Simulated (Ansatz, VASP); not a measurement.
**HfCl4F: VASP beside Ansatz**

The input INCAR:

```
PREC = Accurate
ENCUT = 600
EDIFF = 1E-7
ISMEAR = 0
SIGMA = 0.1
LREAL = F
LASPH = T
NELM = 100
ALGO = Normal
ISIF = 3
LWAVE = F
LCHARG = F
GGA = PE
IBRION = 2
NSW = 90
EDIFFG = -0.04
```

File KPOINTS:

```
Automatic mesh
0
Gamma
  4 4 4
```

File POSCAR:

```
HfCl4F
1.0
    0.0000000000      4.0897342100      4.0897342100
    4.0897342100      0.0000000000      4.0897342100
    4.0897342100      4.0897342100      0.0000000000
Hf Cl F
1 4 1
Direct
    0.2500000000      0.2500000000      0.2500000000
    0.8761717800      0.3714846700      0.8761717800
    0.8761717800      0.8761717800      0.3714846700
    0.8761717800      0.8761717800      0.8761717800
    0.3714846700      0.8761717800      0.8761717800
    0.5000000000      0.5000000000      0.5000000000
```

Input for Ansatz:

```yaml
crystal:
  lattice:
    - [0.0, 4.08973421, 4.08973421]
    - [4.08973421, 0.0, 4.08973421]
    - [4.08973421, 4.08973421, 0.0]
  atoms:
    - { symbol: Hf, position: [0.25, 0.25, 0.25] }
    - { symbol: Cl, position: [0.87617178, 0.37148467, 0.87617178] }
    - { symbol: Cl, position: [0.87617178, 0.87617178, 0.37148467] }
    - { symbol: Cl, position: [0.87617178, 0.87617178, 0.87617178] }
    - { symbol: Cl, position: [0.37148467, 0.87617178, 0.87617178] }
    - { symbol: F, position: [0.5, 0.5, 0.5] }
basis:
  ecutwfc: 420
kpoints:
  mp_grid: { grid: [4, 4, 4] }
hamiltonian:
  xc: pbe
scf:
  occupations: { method: gaussian, width: 0.1 }
  lower_state_search: "off"
output:
  forces: true
  stress: true
  eigenvalues: true
relax:
  adjacent_minimum: "off"
  f_tol: 0.04
  max_steps: 70
  cell: { stress_tol: 0.4 }
```

Change from the starting cell: species swapped into the DyCdNi4 type (F-43m, No. 216).

Alike in both runs: task relaxation of cell and atoms; functional PBE; k mesh 4 × 4 × 4; occupations gaussian, width 0.1 eV; no spin polarisation.

```csv
,VASP,Ansatz
version,VASP 6.6.1,Ansatz 0.2.0
potentials or method,"VASP PAW PBE potentials, release 64 (Hf_pv, Cl, F)","scalar-relativistic, plane waves, PAW"
plane-wave cutoff (eV),600,420
valence electrons in the cell,45,61
```

Ansatz gave:

| Quantity | Value |
| --- | --- |
| gap on the k mesh at the Fermi level, each at its own relaxed structure (eV) | none |
| relaxed volume (Å³/atom) | 19.20 |
| relaxed cell length with the largest relative difference (Å) | 5.462 |
| energy change over the relaxation (meV/atom) | -92 |

Task: Which values does VASP return?

Result: gap on the k mesh at the Fermi level, each at its own relaxed structure (eV): none; relaxed volume (Å³/atom): 19.03; relaxed cell length with the largest relative difference (Å): 5.446; energy change over the relaxation (meV/atom): -98.

A gap of «none» marks a metal or a gap that the smearing closes. The two sets of potentials don't hold the same shells in valence.

Caveats: the volume moved by over 15 % at a fixed basis, so the end points are rough (VASP); an odd number of electrons without spin polarisation forces a metal; a magnetic or distorted state may lie lower. Spin-orbit coupling is left out, which matters for the levels of Hf.
